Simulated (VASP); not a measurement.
Here is the system:

```
Ag
1.0
    0.00000     2.04500     2.04500
    2.04500     0.00000     2.04500
    2.04500     2.04500     0.00000
Ag
1
Direct
  0.00000   0.00000   0.00000
```

These are PBE GGA, VASP's PBE PAW potentials (set 64) (plane waves; VASP 6.6.1) values and carry that method's errors. Run with 400 eV cut-off, 14×14×14 Γ-centred mesh, first-order Methfessel-Paxton smearing of 0.10 eV, potentials Ag.

Energy and stress use the plane-wave basis of the starting cell.

Q: The ions, cell shape and volume are relaxed. Which structure does the run end with?

A: 
```
Ag
1.0
    0.00000     2.06905     2.06905
    2.06905     0.00000     2.06905
    2.06905     2.06905     0.00000
Ag
1
Direct
  0.00000   0.00000   0.00000
```
Space group Fm-3m (225), at a tolerance of 0.03 Å.

Q: How do energy and volume change from the first to the last step?

A: The energy (σ→0) changes by -6.8 meV/atom and the volume by +3.6 %, in 5 ionic steps.

The compound is Ag in the fcc structure. This run relaxes it. Symmetry was kept, so distortions that lower it aren't found.
